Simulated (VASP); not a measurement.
Method: PBEsol GGA, VASP's PBE PAW potentials (set 64) (plane waves; VASP).

VASP ran on this input.

POSCAR:
```
YN
1
    0.0000000000     2.4277562656     2.4277562656
    2.4277562656    -0.0000000000     2.4277562656
    2.4277562656     2.4277562656     0.0000000000
Y N
1 1
Direct
  0.0000000000   0.0000000000   0.0000000000
  0.5000000000   0.5000000000   0.5000000000
```

KPOINTS:
```
Automatic mesh
0
Gamma
11 11 11
0 0 0
```

### INCAR
```
# general
SYSTEM  = YN
PREC    = Accurate
ENCUT   = 520
LREAL   = .False.
LASPH   = .True.

# electronic loop
EDIFF   = 1E-7
NELM    = 100
ALGO    = Normal
LMAXMIX = 4

# smearing
ISMEAR  = -5

# functional
GGA     = PS

# ions
ISIF    = 2

# output
LWAVE   = .False.
LCHARG  = .True.
LORBIT  = 11
NEDOS   = 601
```

POTCAR, in this order: Y_sv N (PBE.64 set). Program: vasp_std.

**Question.** What will the output report for the number of irreducible k-points (NKPTS), number of bands (NBANDS), largest plane-wave count, number of space-group operations, FFT grid (NGX, NGY, NGZ)?

**Answer.** 
```yaml
number of irreducible k-points (NKPTS): 56
number of bands (NBANDS): 12
largest_plane_wave_count: 785
number_of_space_group_operations: 48
FFT grid (NGX, NGY, NGZ): 28 × 28 × 28
```

The compound is YN in the rock salt structure. It was relaxed first.
